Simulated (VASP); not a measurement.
An input for Quantum ESPRESSO's pw.x (written as the equivalent of a VASP run, and not itself run):

```
&CONTROL
  calculation = 'scf'
  pseudo_dir = './pseudo'
  outdir = './out'
  tprnfor = .true.
  tstress = .true.
/
&SYSTEM
  ibrav = 0
  nat = 1
  ntyp = 1
  ecutwfc = 70
  occupations = 'smearing'
  smearing = 'fermi-dirac'
  degauss = 0.00735
  input_dft = 'pbe'
/
&ELECTRONS
  conv_thr = 7.3e-08
  electron_maxstep = 100
/
ATOMIC_SPECIES
  In 114.818 In.upf
CELL_PARAMETERS angstrom
    -1.5731830    1.5731830    2.4063970
     1.5731830   -1.5731830    2.4063970
     1.5731830    1.5731830   -2.4063970
ATOMIC_POSITIONS crystal
  In   0.0000000  0.0000000  0.0000000
K_POINTS automatic
  19 19 19 0 0 0
```

Problem. Write the VASP files for the same calculation (PBE).

Solution. Several could match; the one computed here: 
**KPOINTS**
```
Automatic mesh
0
Gamma
19 19 19
0 0 0
```

POSCAR:
```
In
1.0
 -1.5731830000   1.5731830000   2.4063970000
  1.5731830000  -1.5731830000   2.4063970000
  1.5731830000   1.5731830000  -2.4063970000
In
1
Cartesian
  0.0000000000   0.0000000000   0.0000000000
```

**INCAR**
```
! general
SYSTEM  = In
PREC    = Accurate
ENCUT   = 300
LREAL   = .FALSE.
LASPH   = .TRUE.

! electronic loop
EDIFF   = 1E-6
NELM    = 100
ALGO    = Normal
LMAXMIX = 4

! smearing
ISMEAR  = -1
SIGMA   = 0.1

! functional
GGA     = PE

! ions
ISIF    = 2

! output
LWAVE   = .FALSE.
LCHARG  = .FALSE.
```

POTCAR, in this order: In_d (PBE.64 set). Program: vasp_std.

Limits of the translation: the potentials are each code's own (VASP's PAW set, PseudoDojo norm-conserving files in pw.x), so ENCUT and ecutwfc are chosen apart and not converted; conv_thr bounds pw.x's estimated SCF error, while EDIFF bounds the energy change between steps.

The structure comes from a computed database's In entry; how it stands against other phases isn't given here. The cell was not relaxed at this level, and its volume differs by -5.9 % from the start's.
